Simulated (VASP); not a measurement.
Level of theory: PBE0 hybrid, VASP's PBE PAW potentials (set 64) (plane waves; VASP).

A VASP calculation is set up with these files.

**INCAR**
```
AEXX=0.25
GGA=PE   ! PBE
ISMEAR=-1   ! Fermi-Dirac
HFRCUT=-1
PREC=Accurate
ISYM=3
NELM=100   ! most electronic steps
SIGMA=0.02   ! width (eV)
LWAVE=.FALSE.
LHFCALC=.TRUE.
SYSTEM=LiH
ALGO=Normal
LASPH=.TRUE.
ISIF=2   ! forces and stress, cell fixed
LREAL=.FALSE.   ! projection in real space or not
PRECFOCK=Fast
ENCUT=400   ! plane-wave cut-off (eV)
EDIFF=1E-6   ! SCF stop (eV)
LCHARG=.FALSE.
```

### POSCAR
```
LiH
1.0
  0.0000000000   1.9891360000   1.9891360000
  1.9891360000   0.0000000000   1.9891360000
  1.9891360000   1.9891360000   0.0000000000
Li H
1 1
direct
  0.0000000000   0.0000000000   0.0000000000
  0.5000000000   0.5000000000   0.5000000000
```

### KPOINTS
```
Automatic
0
Gamma
 7 7 7
0 0 0
```

POTCAR, in this order: Li_sv H (PBE.64 set). Program: vasp_std.

At this cut-off the stress carries a Pulay error, which pulls relaxed volumes low.

**Question.** Predict the energy per atom (σ→0), pressure.

**Answer.** 
- energy per atom (σ→0) = -3.586 eV/atom
- pressure = -2.99 GPa

**OSZICAR**
```
...
DAV:  11    -0.717125487919E+01   -0.13357E-03   -0.29895E-04   318   0.931E-02    0.733E-02
DAV:  12    -0.717131054881E+01   -0.55670E-04   -0.45741E-05   372   0.409E-02    0.472E-02
DAV:  13    -0.717133357988E+01   -0.23031E-04   -0.80758E-06   348   0.205E-02    0.300E-02
DAV:  14    -0.717134316319E+01   -0.95833E-05   -0.23734E-06   354   0.122E-02    0.189E-02
DAV:  15    -0.717134722198E+01   -0.40588E-05   -0.89387E-07   276   0.780E-03    0.118E-02
DAV:  16    -0.717134892341E+01   -0.17014E-05   -0.35146E-07   132   0.506E-03    0.741E-03
DAV:  17    -0.717134964231E+01   -0.71890E-06   -0.19134E-07   180   0.362E-03
   1 F= -.71713496E+01 E0= -.71713496E+01  d E =-.150668E-12
```

The structure comes from a computed database's LiH entry; how it stands against other phases isn't given here. The cell was not relaxed at this level.
